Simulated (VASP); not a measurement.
# KNi (P4/mmm) in VASP: notebook, part 3 of 3

VASP 6.6.1.

### 5 Single point, PBEsol+U

This run uses another cell than the first one: it holds 4 atoms, not 2.

File INCAR:

```
ALGO = Normal ; EDIFF = 1E-6
ENCUT = 520 ; GGA = PS
ISIF = 2 ; ISMEAR = -1
LASPH = True ; LCHARG = False
LDAU = True ; LDAUJ = 0 0
LDAUL = -1 2 ; LDAUPRINT = 1
LDAUTYPE = 2 ; LDAUU = 0 5
LMAXMIX = 4 ; LREAL = False
LWAVE = False ; NBANDS = 27
NELM = 150 ; PREC = Accurate
SIGMA = 0.05
```

File KPOINTS:

```
k-points
0
Gamma
  4 4 6
```

File POSCAR:

```
KNi
1.0
    3.6604778900      3.6604778900      0.0000000000
   -3.6604778900      3.6604778900      0.0000000000
    0.0000000000      0.0000000000      3.4788877700
K Ni
2 2
Direct
    0.0000000000      0.0000000000      0.0000000000
    0.5000000000      0.5000000000      0.0000000000
    0.5000000000      0.0000000000      0.5000000000
    0.0000000000      0.5000000000      0.5000000000
```

Potentials or basis: VASP PAW PBE potentials, release 64 (K_sv, Ni).

Launch:

```console
$ cat potpaw_PBE.64/K_sv/POTCAR potpaw_PBE.64/Ni/POTCAR > POTCAR
$ mpirun -np 1 vasp_std > vasp.out
```

OUTCAR:

```text
EDIFF = 1E-6
   ENCUT = 520
   GGA = PS
   ISIF = 2
   ISMEAR = -1
   LASPH = True
   LREAL = False
   NELM = 150
   PREC = Accurate

 ion  position               nearest neighbor table
   1  0.000  0.000  0.000-   3 3.12   4 3.12   3 3.12   4 3.12   4 3.12   4 3.12   3 3.12   3 3.12
                             2 3.66   2 3.66   2 3.66   2 3.66
   2  0.500  0.500  0.000-   3 3.12   4 3.12   3 3.12   4 3.12   3 3.12   3 3.12   4 3.12   4 3.12
                             1 3.66   1 3.66   1 3.66   1 3.66
   3  0.500  0.000  0.500-   1 3.12   2 3.12   1 3.12   2 3.12   2 3.12   2 3.12   1 3.12   1 3.12

   4  0.000  0.500  0.500-   1 3.12   2 3.12   1 3.12   2 3.12   1 3.12   1 3.12   2 3.12   2 3.12

  LATTYP: Found a simple tetragonal cell.
 ALAT       =     5.1766974768
 C/A-ratio  =     0.6720284092

  Lattice vectors:

 A1 = (   3.6604778900,   3.6604778900,   0.0000000000)
 A2 = (  -3.6604778900,   3.6604778900,   0.0000000000)
 A3 = (   0.0000000000,   0.0000000000,   3.4788877700)

Analysis of symmetry for initial positions (statically):
=====================================================================
 Subroutine PRICEL returns following result:

  LATTYP: Found a simple tetragonal cell.
 ALAT       =     3.6604778900
 C/A-ratio  =     0.9503916905

  Lattice vectors:

 A1 = (   3.6604778900,   0.0000000000,   0.0000000000)
 A2 = (   0.0000000000,   3.6604778900,   0.0000000000)
 A3 = (   0.0000000000,   0.0000000000,   3.4788877700)

   2 primitive cells build up your supercell.

 Routine SETGRP: Setting up the symmetry group for a
 simple tetragonal supercell.

 Subroutine GETGRP returns: Found 16 space group operations
 (whereof 16 operations were pure point group operations)
 out of a pool of 16 trial point group operations.

The static configuration has the point symmetry D_4h.

Analysis of symmetry for dynamics (positions and initial velocities):
=====================================================================
 Subroutine PRICEL returns following result:

  LATTYP: Found a simple tetragonal cell.
 ALAT       =     3.6604778900
 C/A-ratio  =     0.9503916905

  Lattice vectors:

 A1 = (   3.6604778900,   0.0000000000,   0.0000000000)
 A2 = (   0.0000000000,   3.6604778900,   0.0000000000)
[... 175 lines left out ...]
  o =  0.7873  v =  0.0000  0.0000  0.0000  0.0000  0.0000  0.0000  0.0000 -1.0000 -0.0000 -0.0000      0.0000  0.0000  0.0000  0.0000  0.0000  0.0000  0.0000  0.0000  0.0000  0.0000
  o =  0.8239  v =  0.0000  0.0000 -0.0000 -0.0000  1.0000  0.0000  0.0000  0.0000  0.0000  0.0000      0.0000  0.0000  0.0000  0.0000  0.0000  0.0000  0.0000  0.0000  0.0000  0.0000
  o =  0.8239  v =  0.0000  0.0000  0.0000  0.0000  0.0000  0.0000  0.0000 -0.0000 -0.0000  1.0000      0.0000  0.0000  0.0000  0.0000  0.0000  0.0000  0.0000  0.0000  0.0000  0.0000
  o =  0.9304  v =  1.0000  0.0000  0.0000  0.0000  0.0000  0.0000  0.0000  0.0000  0.0000  0.0000      0.0000  0.0000  0.0000  0.0000  0.0000  0.0000  0.0000  0.0000  0.0000  0.0000
  o =  0.9304  v =  0.0000  0.0000  0.0000  0.0000  0.0000  1.0000  0.0000  0.0000  0.0000  0.0000      0.0000  0.0000  0.0000  0.0000  0.0000  0.0000  0.0000  0.0000  0.0000  0.0000
  o =  0.9314  v =  0.0000  0.0000  0.0000  0.0000  0.0000  0.0000  0.2904  0.0000 -0.9569 -0.0000      0.0000  0.0000  0.0000  0.0000  0.0000  0.0000  0.0000  0.0000  0.0000  0.0000
  o =  0.9314  v =  0.0000  0.2904  0.0000 -0.9569 -0.0000  0.0000  0.0000  0.0000  0.0000  0.0000      0.0000  0.0000  0.0000  0.0000  0.0000  0.0000  0.0000  0.0000  0.0000  0.0000
  o =  0.9314  v =  0.0000  0.0000  0.0000  0.0000  0.0000  0.0000 -0.9569 -0.0000 -0.2904  0.0000      0.0000  0.0000  0.0000  0.0000  0.0000  0.0000  0.0000  0.0000  0.0000  0.0000
  o =  0.9314  v =  0.0000 -0.9569 -0.0000 -0.2904  0.0000  0.0000  0.0000  0.0000  0.0000  0.0000      0.0000  0.0000  0.0000  0.0000  0.0000  0.0000  0.0000  0.0000  0.0000  0.0000

atom =   4  type =  2  l = 2

 onsite density matrix

spin component  1

  0.9304 -0.0000  0.0000 -0.0000 -0.0000
 -0.0000  0.9314  0.0000 -0.0000  0.0000
  0.0000  0.0000  0.7873 -0.0000 -0.0000
 -0.0000 -0.0000 -0.0000  0.9314  0.0000
 -0.0000  0.0000 -0.0000  0.0000  0.8239

spin component  2

  0.9304 -0.0000  0.0000 -0.0000 -0.0000
 -0.0000  0.9314  0.0000 -0.0000  0.0000
  0.0000  0.0000  0.7873 -0.0000 -0.0000
 -0.0000 -0.0000 -0.0000  0.9314  0.0000
 -0.0000  0.0000 -0.0000  0.0000  0.8239

 occupancies and eigenvectors

  o =  0.7873  v =  0.0000 -0.0000  1.0000  0.0000 -0.0000  0.0000  0.0000  0.0000  0.0000  0.0000      0.0000  0.0000  0.0000  0.0000  0.0000  0.0000  0.0000  0.0000  0.0000  0.0000
  o =  0.7873  v =  0.0000  0.0000  0.0000  0.0000  0.0000  0.0000 -0.0000  1.0000  0.0000 -0.0000      0.0000  0.0000  0.0000  0.0000  0.0000  0.0000  0.0000  0.0000  0.0000  0.0000
  o =  0.8239  v =  0.0000 -0.0000  0.0000  0.0000  1.0000  0.0000  0.0000  0.0000  0.0000  0.0000      0.0000  0.0000  0.0000  0.0000  0.0000  0.0000  0.0000  0.0000  0.0000  0.0000
  o =  0.8239  v =  0.0000  0.0000  0.0000  0.0000  0.0000  0.0000 -0.0000  0.0000  0.0000  1.0000      0.0000  0.0000  0.0000  0.0000  0.0000  0.0000  0.0000  0.0000  0.0000  0.0000
  o =  0.9304  v =  1.0000  0.0000  0.0000  0.0000  0.0000  0.0000  0.0000  0.0000  0.0000  0.0000      0.0000  0.0000  0.0000  0.0000  0.0000  0.0000  0.0000  0.0000  0.0000  0.0000
  o =  0.9304  v =  0.0000  0.0000  0.0000  0.0000  0.0000  1.0000  0.0000  0.0000  0.0000  0.0000      0.0000  0.0000  0.0000  0.0000  0.0000  0.0000  0.0000  0.0000  0.0000  0.0000
  o =  0.9314  v =  0.0000  0.0000  0.0000  0.0000  0.0000  0.0000 -0.7057 -0.0000 -0.7085 -0.0000      0.0000  0.0000  0.0000  0.0000  0.0000  0.0000  0.0000  0.0000  0.0000  0.0000
  o =  0.9314  v =  0.0000 -0.7057 -0.0000 -0.7085 -0.0000  0.0000  0.0000  0.0000  0.0000  0.0000      0.0000  0.0000  0.0000  0.0000  0.0000  0.0000  0.0000  0.0000  0.0000  0.0000
  o =  0.9314  v =  0.0000 -0.7085 -0.0000  0.7057 -0.0000  0.0000  0.0000  0.0000  0.0000  0.0000      0.0000  0.0000  0.0000  0.0000  0.0000  0.0000  0.0000  0.0000  0.0000  0.0000
  o =  0.9314  v =  0.0000  0.0000  0.0000  0.0000  0.0000  0.0000 -0.7085 -0.0000  0.7057 -0.0000      0.0000  0.0000  0.0000  0.0000  0.0000  0.0000  0.0000  0.0000  0.0000  0.0000

 number of electron      38.0000008 magnetization

 Free energy of the ion-electron system (eV)
  ---------------------------------------------------
  ext. energy  EPLUGINS =         0.00000000
  ---------------------------------------------------
  free energy    TOTEN  =        -3.93726450 eV

  energy without entropy =       -3.91427337  energy(sigma->0) =       -3.92576894

 E-fermi :   1.9931     XC(G=0):  -9.3288

 val. band max:        1.9699693776   @ k =   0.0000   0.0000   0.5000
 cond. band min:       1.9970992529   @ k =   0.5000   0.2500   0.3333
 fundamental gap:      0.0271298753
 Fermi energy:         1.9930571044

 k-point     1 :       0.0000    0.0000    0.0000
  band No.  band energies     occupation
      1     -27.9115      2.00000
      2     -27.8403      2.00000
      3     -11.7078      2.00000
      4     -11.7078      2.00000
      5     -11.3341      2.00000
      6     -11.3341      2.00000
[... 709 lines left out ...]
     26       6.9845      0.00000
     27       9.5421      0.00000

------------------------ aborting loop because EDIFF is reached ----------------------------------------

  FORCE on cell =-STRESS in cart. coord.  units (eV):
  Direction    XX          YY          ZZ          XY          YZ          ZX
  --------------------------------------------------------------------------------------
  -------------------------------------------------------------------------------------
  Total        0.0363174      0.0363174     -0.2091923      0.0000000      0.0000000     -0.0000000
  in kB        0.6241365      0.6241365     -3.5950935      0.0000000      0.0000000     -0.0000000
  external PRESSURE =      -0.7822735 kB  Pullay stress =       0.0000000 kB

 VOLUME and BASIS-vectors are now :
 -----------------------------------------------------------------------------
  energy-cutoff  :      520.00
  volume of cell :       93.23
      direct lattice vectors                 reciprocal lattice vectors
     3.660477890  3.660477890  0.000000000     0.136594187  0.136594187  0.000000000
    -3.660477890  3.660477890  0.000000000    -0.136594187  0.136594187  0.000000000
     0.000000000  0.000000000  3.478887770     0.000000000  0.000000000  0.287448192

 POSITION                                       TOTAL-FORCE (eV/Angst)
 -----------------------------------------------------------------------------------
      0.00000      0.00000      0.00000         0.000000     -0.000000      0.000000
      0.00000      3.66048      0.00000        -0.000000      0.000000      0.000000
      1.83024      1.83024      1.73944         0.000000      0.000000      0.000000
     -1.83024      1.83024      1.73944        -0.000000     -0.000000     -0.000000
 -----------------------------------------------------------------------------------
    total drift:                               -0.000000      0.000000     -0.000000

  FREE ENERGIE OF THE ION-ELECTRON SYSTEM (eV)
  ---------------------------------------------------
  free  energy   TOTEN  =        -3.9372645026 eV

  energy  without entropy=       -3.9142733704  energy(sigma->0) =       -3.92576894
```

OSZICAR:

```text
N       E                     dE             d eps       ncg     rms          rms(c)
DAV:   1     0.311948970316E+03    0.31195E+03   -0.17543E+04  1296   0.150E+03
DAV:   2     0.224456002226E+02   -0.28950E+03   -0.27701E+03  1308   0.354E+02
DAV:   3    -0.229594439148E+01   -0.24742E+02   -0.24392E+02  1510   0.121E+02
DAV:   4    -0.412500524921E+01   -0.18291E+01   -0.18172E+01  2391   0.195E+01
DAV:   5    -0.414808534238E+01   -0.23080E-01   -0.23076E-01  1561   0.226E+00    0.812E+00
DAV:   6    -0.467892608809E+01   -0.53084E+00   -0.73032E+00  1709   0.216E+01    0.144E+01
DAV:   7    -0.391424808848E+01    0.76468E+00   -0.34088E+00  1634   0.164E+01    0.545E+00
DAV:   8    -0.394912571055E+01   -0.34878E-01   -0.26562E-01  1734   0.349E+00    0.170E+00
DAV:   9    -0.393591410727E+01    0.13212E-01   -0.87383E-02  1797   0.280E+00    0.289E-01
DAV:  10    -0.393679944575E+01   -0.88534E-03   -0.56756E-03  1534   0.481E-01    0.120E-01
DAV:  11    -0.393707876036E+01   -0.27931E-03   -0.66328E-04  1848   0.185E-01    0.135E-01
DAV:  12    -0.393724092896E+01   -0.16217E-03   -0.64847E-04  1793   0.235E-01    0.429E-02
DAV:  13    -0.393726234180E+01   -0.21413E-04   -0.27680E-04  1558   0.116E-01    0.233E-02
DAV:  14    -0.393726121311E+01    0.11287E-05   -0.40718E-05  2118   0.405E-02    0.810E-03
DAV:  15    -0.393726411978E+01   -0.29067E-05   -0.16186E-05  1316   0.237E-02    0.836E-03
DAV:  16    -0.393726450256E+01   -0.38278E-06   -0.30915E-06  1108   0.149E-02
   1 F= -.39372645E+01 E0= -.39257689E+01  d E =-.229911E-01
```

stdout:

```text
POSCAR found type information on POSCAR K Ni
 POSCAR found :  2 types and       4 ions
 scaLAPACK will be used
 -----------------------------------------------------------------------------
|                                                                             |
|                                                                             |
|     You enforced a specific xc type in the INCAR file but a different       |
|     I HOPE YOU KNOW WHAT YOU ARE DOING!                                     |
|                                                                             |
 -----------------------------------------------------------------------------

 LDA part: xc-table for (Slater+PW92), standard interpolation
 POSCAR, INCAR and KPOINTS ok, starting setup
 FFT: planning ... GRIDC
 FFT: planning ... GRID_SOFT
 FFT: planning ... GRID
 WAVECAR not read
 entering main loop
```

It took 90 s on 1 thread of Intel Xeon Platinum 8259CL at 2.50GHz (Skylake/Cascade Lake), shared host; peak memory 0.23 GiB.

Results:

```yaml
Free_energy: -3.9373 eV
Pressure: -0.1 GPa
Band_gap_on_the_k_mesh: none (metal or under the smearing width)
```

Stress tensor (GPa, compression positive):
```
 0.06  0.00  0.00
 0.00  0.06  0.00
 0.00  0.00 -0.36
```

Eigenvalues of the final occupation matrices:
```tsv
site	spin	trace	eigenvalues
site 3 d	1	4.40	0.79 0.82 0.93 0.93 0.93
site 3 d	2	4.40	0.79 0.82 0.93 0.93 0.93
site 4 d	1	4.40	0.79 0.82 0.93 0.93 0.93
site 4 d	2	4.40	0.79 0.82 0.93 0.93 0.93
```

Caveat: the PAW data sets were made with another functional, which shifts forces and pressure a little; U without spin polarisation on a metal has little footing; the U is typed as a test and isn't derived for this compound. Spin polarisation is off, so any magnetic state and its effect on volume and gap are missing.

### 6 The reference run

An earlier run on the cell as given: functional PBE; potentials or basis VASP PAW PBE potentials, release 64 (K_sv, Ni); cutoff 520 eV; k mesh 7 × 7 × 8; occupations fermi-dirac, width 0.05 eV; collinear spin, ferromagnetic start; starting moments [0.0, 1.0] μB.

- Pressure: 4.5 GPa
- Band gap on the k mesh: none (metal or under the smearing width)
- Net moment: 0.71 μB per cell
- Site moments: K -0.01; Ni +0.73 μB
- Valence electrons inside the program's atomic spheres: K 7.63; Ni 8.98

### 7 Summary

| task | level | potentials or basis | spin | U | cell | k mesh | cutoff (eV) | smearing | supercell matrix | gap on the mesh (eV) | pressure (GPa) | moment (μB) | relaxed volume (Å³/atom) |
| --- | --- | --- | --- | --- | --- | --- | --- | --- | --- | --- | --- | --- | --- |
| relaxation of cell and atoms | r2SCAN | VASP PAW PBE potentials, release 64 (K_sv, Ni) | collinear, ferromagnetic start | - | relaxed | 7 × 7 × 8 | 600 | methfessel-paxton 0.1 eV | - | none | 0.0 | 0.95 | 28.24 |
| relaxation of cell and atoms | PBE | VASP PAW PBE potentials, release 64 (K_sv, Ni) | collinear, ferromagnetic start | - | relaxed | 7 × 7 × 8 | 600 | methfessel-paxton 0.1 eV | - | none | 0.0 | 0.00 | 25.48 |
| relaxation of the atoms | LDA | VASP PAW LDA potentials, release 64 (K_sv, Ni) | collinear, ferromagnetic start | - | atoms relaxed | 7 × 7 × 8 | 520 | methfessel-paxton 0.1 eV | - | none | -0.8 | 0.41 | - |
| single point | PBEsol+U | VASP PAW PBE potentials, release 64 (K_sv, Ni) | off | Ni d U = 5 eV | as given | 4 × 4 × 6 | 520 | fermi-dirac 0.05 eV | [1, 1, 0, -1, 1, 0, 0, 0, 1] | none | -0.1 | - | - |
| single point | PBE | VASP PAW PBE potentials, release 64 (K_sv, Ni) | collinear, ferromagnetic start | - | as given | 7 × 7 × 8 | 520 | fermi-dirac 0.05 eV | - | none | 4.5 | 0.71 | - |

Caveats: the PAW data sets were made with another functional, which shifts forces and pressure a little (some runs); the volume moved by over 15 % at a fixed basis, so the end points are rough (some runs); the relaxation stopped at its first step, so nothing moved (some runs); U without spin polarisation on a metal has little footing (some runs); the U is typed as a test and isn't derived for this compound (some runs).

Absolute energies hang on the potentials; compare differences alone.
